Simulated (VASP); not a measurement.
Method: PBEsol GGA, VASP's PBE PAW potentials (set 64) (plane waves; VASP 6.6.1).

A VASP calculation is set up with these files.

INCAR:
```
SYSTEM = BAs
PREC = Accurate
ENCUT = 520
EDIFF = 1E-7
NELM = 100
ALGO = Normal
LREAL = .FALSE.
LASPH = .TRUE.
ISMEAR = -5
GGA = PS
LMAXMIX = 4
LWAVE = .FALSE.
LCHARG = .TRUE.
LORBIT = 11
NEDOS = 601
ISIF = 2
```

File POSCAR:
```
BAs
1.0
  0.0000000000   2.3888204692   2.3888204692
  2.3888204692   0.0000000000   2.3888204692
  2.3888204692   2.3888204692   0.0000000000
B As
1 1
Cart
  1.1944102346   1.1944102346   1.1944102346
  0.0000000000   0.0000000000   0.0000000000
```

File KPOINTS:
```
Automatic mesh
0
gamma
 11 11 11
0 0 0
```

POTCAR, in this order: B As (PBE.64 set). Program: vasp_std.

Output of the run:

File OUTCAR:
```
 ion  position               nearest neighbor table
   1  0.250  0.250  0.250-   2 2.07   2 2.07   2 2.07   2 2.07
   2  0.000  0.000  0.000-   1 2.07   1 2.07   1 2.07   1 2.07
  LATTYP: Found a face centered cubic cell.
 ALAT       =     4.7776409384
 Subroutine PRICEL returns:
 Original cell was already a primitive cell.
 Subroutine GETGRP returns: Found 24 space group operations
The static configuration has the point symmetry T_d .
The dynamic configuration has the point symmetry T_d .
 Subroutine INISYM returns: Found 24 space group operations
 Subroutine IBZKPT returns following result:
 Found     56 irreducible k-points:

 Following reciprocal coordinates:
            Coordinates               Weight
  0.000000  0.000000  0.000000      1.000000
  0.090909  0.000000  0.000000      8.000000
  0.181818  0.000000  0.000000      8.000000
  0.272727  0.000000  0.000000      8.000000
  0.363636  0.000000  0.000000      8.000000
  0.454545  0.000000  0.000000      8.000000
  0.090909  0.090909  0.000000      6.000000
  0.181818  0.090909  0.000000     24.000000
  0.272727  0.090909  0.000000     24.000000
  0.363636  0.090909  0.000000     24.000000
  0.454545  0.090909  0.000000     24.000000
 -0.454545  0.090909  0.000000     24.000000
 -0.363636  0.090909  0.000000     24.000000
 -0.272727  0.090909  0.000000     24.000000
 -0.181818  0.090909  0.000000     24.000000
 -0.090909  0.090909  0.000000     12.000000
  0.181818  0.181818  0.000000      6.000000
  0.272727  0.181818  0.000000     24.000000
  0.363636  0.181818  0.000000     24.000000
  0.454545  0.181818  0.000000     24.000000
 -0.454545  0.181818  0.000000     24.000000
 -0.363636  0.181818  0.000000     24.000000
 -0.272727  0.181818  0.000000     24.000000
 -0.181818  0.181818  0.000000     12.000000
...
```

File OSZICAR:
```
       N       E                     dE             d eps       ncg     rms          rms(c)
DAV:   1     0.858018976747E+01    0.85802E+01   -0.39238E+03   896   0.870E+02
DAV:   2    -0.125620694780E+02   -0.21142E+02   -0.20816E+02  1424   0.104E+02
DAV:   3    -0.128105792085E+02   -0.24851E+00   -0.24851E+00  1000   0.134E+01
DAV:   4    -0.128109866580E+02   -0.40745E-03   -0.40745E-03  1360   0.531E-01
DAV:   5    -0.128109868011E+02   -0.14306E-06   -0.14306E-06  1032   0.630E-03    0.483E+00
DAV:   6    -0.122815066000E+02    0.52948E+00   -0.15763E+00   920   0.638E+00    0.243E+00
DAV:   7    -0.122132469297E+02    0.68260E-01   -0.20002E-01  1264   0.265E+00    0.901E-01
DAV:   8    -0.122039434288E+02    0.93035E-02   -0.20531E-02  1000   0.947E-01    0.108E-01
DAV:   9    -0.122040696843E+02   -0.12626E-03   -0.48643E-04  1128   0.184E-01    0.584E-02
DAV:  10    -0.122041343444E+02   -0.64660E-04   -0.13374E-04   952   0.788E-02    0.137E-02
DAV:  11    -0.122041369465E+02   -0.26021E-05   -0.37973E-06  1368   0.171E-02    0.122E-02
DAV:  12    -0.122041366059E+02    0.34060E-06   -0.12077E-06   992   0.676E-03    0.146E-03
DAV:  13    -0.122041366259E+02   -0.20051E-07   -0.23824E-08   456   0.158E-03
   1 F= -.12204137E+02 E0= -.12204137E+02  d E =0.000000E+00
```

File OUTCAR:
```
------------------------ aborting loop because EDIFF is reached ----------------------------------------
  FORCE on cell =-STRESS in cart. coord.  units (eV):
  Direction    XX          YY          ZZ          XY          YZ          ZX
  --------------------------------------------------------------------------------------
  Total        0.0005654      0.0005654      0.0005654     -0.0000000      0.0000000      0.0000000
  in kB        0.0332249      0.0332249      0.0332249     -0.0000000      0.0000000      0.0000000
  external PRESSURE =       0.0332249 kB  Pullay stress =       0.0000000 kB
  volume of cell :       27.26
      direct lattice vectors                 reciprocal lattice vectors
     0.000000000  2.388820469  2.388820469    -0.209308320  0.209308320  0.209308320
     2.388820469  0.000000000  2.388820469     0.209308320 -0.209308320  0.209308320
     2.388820469  2.388820469  0.000000000     0.209308320  0.209308320 -0.209308320
  FREE ENERGIE OF THE ION-ELECTRON SYSTEM (eV)
  ---------------------------------------------------
  free  energy   TOTEN  =       -12.2041366259 eV

  energy  without entropy=      -12.2041366259  energy(sigma->0) =      -12.20413663

 total charge

# of ion       s       p       d       tot
------------------------------------------
    1        0.654   1.170   0.000   1.824
    2        1.175   1.664   0.088   2.927
--------------------------------------------------
tot          1.829   2.834   0.088   4.751
```
(Selected blocks of OUTCAR.)

The structure comes from a computed database's BAs entry (F-43m); how it stands against other phases isn't given here. It was relaxed first.
